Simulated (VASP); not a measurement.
Consider the following.

```xyz
5
Lattice="3.9169 0.0000 0.0000 0.0000 3.9169 0.0000 0.0000 0.0000 3.9169" Properties=species:S:1:pos:R:3 pbc="T T T"
Sr     0.0000     0.0000     0.0000
Ti     1.9585     1.9585     1.9585
O      1.9585     0.0000     1.9585
O      0.0000     1.9585     1.9585
O      1.9585     1.9585     0.0000
```

All values below come from rev-vdW-DF2, VASP's PBE PAW potentials (set 64) (plane waves; VASP). Settings: 520 eV cut-off, 6×6×6 Γ-centred mesh, tetrahedra with Blöchl corrections, potentials Sr_sv Ti_sv O.

Question: What does the run give for the energy per atom (σ→0), band gap (on the k-mesh) with the smallest direct gap where there is one?

Answer: 
| Property | Result |
|---|---|
| band gap (on the k-mesh) | 1.82 eV |
| smallest direct gap (on the k-mesh) | 2.18 eV |
| energy per atom (σ→0) | -6.427 eV/atom |

Total energies compare only between runs with the same potentials, cut-off and functional.

The compound is SrTiO3 in the cubic perovskite structure, the ideal cubic form; the compound distorts at low or room temperature. It was relaxed first.
